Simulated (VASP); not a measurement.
All values below come from TPSS meta-GGA, VASP's PBE PAW potentials (set 64) (plane waves; VASP).

A VASP calculation is set up with these files.

### POSCAR
```
AlN
1
    0.0000000000     2.1712358239     2.1712358239
    2.1712358239     0.0000000000     2.1712358239
    2.1712358239     2.1712358239     0.0000000000
Al N
1 1
Direct
  0.0000000000   0.0000000000   0.0000000000
  0.2500000000   0.2500000000   0.2500000000
```

File KPOINTS:
```
Regular mesh
0
Gamma
  10 10 10
0 0 0
```

**INCAR**
```
SYSTEM = AlN
PREC = Accurate
ENCUT = 520
EDIFF = 1E-7
NELM = 100
ALGO = Normal
LREAL = .FALSE.
LASPH = .TRUE.
ISMEAR = 0
SIGMA = 0.05
METAGGA = TPSS
LMIXTAU = .TRUE.
LWAVE = .FALSE.
LCHARG = .FALSE.
ISIF = 2
```

POTCAR, in this order: Al N (PBE.64 set). Program: vasp_std.

What VASP printed:

**OSZICAR**
```
       N       E                     dE             d eps       ncg     rms          rms(c)
DAV:   1     0.263589242229E+02    0.26359E+02   -0.42217E+03   784   0.923E+02
DAV:   2    -0.168476122070E+02   -0.43207E+02   -0.41110E+02  1200   0.220E+02
DAV:   3    -0.180068503682E+02   -0.11592E+01   -0.11592E+01   984   0.424E+01
DAV:   4    -0.180155644787E+02   -0.87141E-02   -0.87141E-02  1336   0.405E+00
DAV:   5    -0.180155824828E+02   -0.18004E-04   -0.18004E-04  1008   0.163E-01    0.867E+00
DAV:   6    -0.208573232187E+02   -0.28417E+01   -0.53869E+00   752   0.364E+01    0.403E+00
DAV:   7    -0.240258568769E+01    0.18455E+02   -0.14833E+05   752   0.296E+06    0.439E+00
DAV:   8    -0.209484601449E+02   -0.18546E+02   -0.34826E+00   760   0.245E+01    0.159E+00
DAV:   9    -0.209832394716E+02   -0.34779E-01   -0.78111E-02  1144   0.255E+00    0.998E-01
DAV:  10    -0.210347033085E+02   -0.51464E-01   -0.12911E-02   760   0.143E+00    0.910E-01
DAV:  11    -0.209946478058E+02    0.40056E-01   -0.54300E-02   752   0.219E+00    0.677E-01
DAV:  12    -0.210343916021E+02   -0.39744E-01   -0.20067E-02   752   0.171E+00    0.514E-01
DAV:  13    -0.210339566358E+02    0.43497E-03   -0.19380E-03  1064   0.333E-01    0.339E-01
DAV:  14    -0.210336914974E+02    0.26514E-03   -0.18530E-03   792   0.325E-01    0.513E-02
DAV:  15    -0.210337268632E+02   -0.35366E-04   -0.63177E-05   912   0.755E-02    0.106E-01
DAV:  16    -0.210337232873E+02    0.35759E-05   -0.11190E-05   760   0.313E-02    0.675E-02
DAV:  17    -0.210337227256E+02    0.56168E-06   -0.57769E-05   768   0.591E-02    0.770E-03
DAV:  18    -0.210337201081E+02    0.26175E-05   -0.13431E-06   752   0.157E-02    0.481E-03
DAV:  19    -0.210337220637E+02   -0.19556E-05   -0.81222E-08   744   0.362E-03    0.211E-03
DAV:  20    -0.210337206561E+02    0.14077E-05   -0.18551E-07   416   0.348E-03    0.193E-03
DAV:  21    -0.210337209611E+02   -0.30502E-06   -0.27194E-08   400   0.251E-03    0.145E-03
DAV:  22    -0.210337208974E+02    0.63683E-07   -0.17962E-08   384   0.108E-03
   1 F= -.21033721E+02 E0= -.21033721E+02  d E =-.127175E-10
```

**OUTCAR**
```
------------------------ aborting loop because EDIFF is reached ----------------------------------------
  FORCE on cell =-STRESS in cart. coord.  units (eV):
  Direction    XX          YY          ZZ          XY          YZ          ZX
  --------------------------------------------------------------------------------------
  Total        0.8323443      0.8323443      0.8323443     -0.0000000     -0.0000000     -0.0000000
  in kB       65.1422307     65.1422307     65.1422307     -0.0000000     -0.0000000     -0.0000000
  external PRESSURE =      65.1422307 kB  Pullay stress =       0.0000000 kB
  volume of cell :       20.47
      direct lattice vectors                 reciprocal lattice vectors
     0.000000000  2.171235824  2.171235824    -0.230283599  0.230283599  0.230283599
     2.171235824  0.000000000  2.171235824     0.230283599 -0.230283599  0.230283599
     2.171235824  2.171235824  0.000000000     0.230283599  0.230283599 -0.230283599
  FREE ENERGIE OF THE ION-ELECTRON SYSTEM (eV)
  ---------------------------------------------------
  free  energy   TOTEN  =       -21.0337208974 eV

  energy  without entropy=      -21.0337208974  energy(sigma->0) =      -21.03372090
```
(Selected blocks of OUTCAR.)

The compound is AlN in the zinc blende structure, a metastable form; wurtzite is the usual one. This cell is one point of a volume scan, at 0.97 of the reference volume.
